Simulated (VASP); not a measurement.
Level of theory: HSE06 screened hybrid, VASP's PBE PAW potentials (set 64) (plane waves; VASP).

Input for VASP

**KPOINTS**
```
K-points
0
G
2 2 2
0 0 0
```

**POSCAR**
```
Si
3.8492770
  0.0000000000   0.7071068151   0.7071068151
  0.7071068151   0.0000000000   0.7071068151
  0.7071068151   0.7071068151   0.0000000000
Si
2
Cartesian
  0.3535534076   0.3535534076   0.3535534076
  0.0000000000   0.0000000000   0.0000000000
```

INCAR:
```
# general
SYSTEM   = Si
PREC     = Accurate
ENCUT    = 300
LREAL    = .FALSE.
LASPH    = .TRUE.
ISYM     = 3

# electronic loop
EDIFF    = 1E-6
NELM     = 100
ALGO     = Normal

# smearing
ISMEAR   = 0
SIGMA    = 0.01

# functional
GGA      = PE
LHFCALC  = .TRUE.
AEXX     = 0.25
HFSCREEN = 0.2
PRECFOCK = Fast

# ions
ISIF     = 2

# output
LWAVE    = .FALSE.
LCHARG   = .FALSE.
```

POTCAR, in this order: Si (PBE.64 set). Program: vasp_std.

Gaps are read on the run's mesh, which can miss a band edge.

Task: What does the run give for the energy per atom (σ→0), pressure, band gap (on the k-mesh)?

Result: 
```
Property                          Result
------------------------  --------------
energy per atom (σ→0)     -5.126 eV/atom
band gap (on the k-mesh)         1.66 eV
pressure                        6.72 GPa
```

File OSZICAR:
```
...
DAV:  16    -0.102523724469E+02   -0.47242E-04   -0.14363E-05    48   0.292E-02    0.211E-02
DAV:  17    -0.102523956713E+02   -0.23224E-04   -0.66891E-06    48   0.201E-02    0.125E-02
DAV:  18    -0.102524070136E+02   -0.11342E-04   -0.31353E-06    48   0.138E-02    0.770E-03
DAV:  19    -0.102524124759E+02   -0.54623E-05   -0.14782E-06    48   0.947E-03    0.493E-03
DAV:  20    -0.102524150922E+02   -0.26164E-05   -0.69123E-07    56   0.652E-03    0.325E-03
DAV:  21    -0.102524163352E+02   -0.12430E-05   -0.34916E-07    40   0.464E-03    0.216E-03
DAV:  22    -0.102524169447E+02   -0.60942E-06   -0.15672E-07    32   0.316E-03
   1 F= -.10252417E+02 E0= -.10252417E+02  d E =-.672285E-41
```

The structure comes from a computed database's Si entry; how it stands against other phases isn't given here. The cell was not relaxed at this level. The k-mesh is coarse (spacing up to 1.00 per Å, 2π included), so the numbers may not be converged in it. The run is one of a series of settings (AEXX = 0.25, HFSCREEN = 0.2, ISYM = 3, LHFCALC = .TRUE., PRECFOCK = Fast, KPOINTS 2×2×2 Γ-centred mesh against the base run), some of them coarse on purpose.
